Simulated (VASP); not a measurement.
Data:

```xyz
1
Lattice="-2.5100 2.5100 2.5100 2.5100 -2.5100 2.5100 2.5100 2.5100 -2.5100" Properties=species:S:1:pos:R:3 pbc="T T T"
Ba     0.0000     0.0000     0.0000
```

All values below come from PBEsol GGA, VASP's PBE PAW potentials (set 64) (plane waves; VASP). Run with 400 eV cut-off, 9×9×9 Γ-centred mesh, first-order Methfessel-Paxton smearing of 0.10 eV, potentials Ba_sv.

Energy and stress use the plane-wave basis of the starting cell.

The ions, cell shape and volume are relaxed. Which structure does the run end with?

```xyz
1
Lattice="-2.4475 2.4475 2.4475 2.4475 -2.4475 2.4475 2.4475 2.4475 -2.4475" Properties=species:S:1:pos:R:3 pbc="T T T"
Ba     0.0000     0.0000     0.0000
```
Space group Im-3m (229), at a tolerance of 0.03 Å.

How do energy and volume change from the first to the last step?

The energy (σ→0) changes by -9.3 meV/atom and the volume by -7.3 %, in 4 ionic steps.

The compound is Ba in the bcc structure. This run relaxes it. Symmetry was kept, so distortions that lower it aren't found.
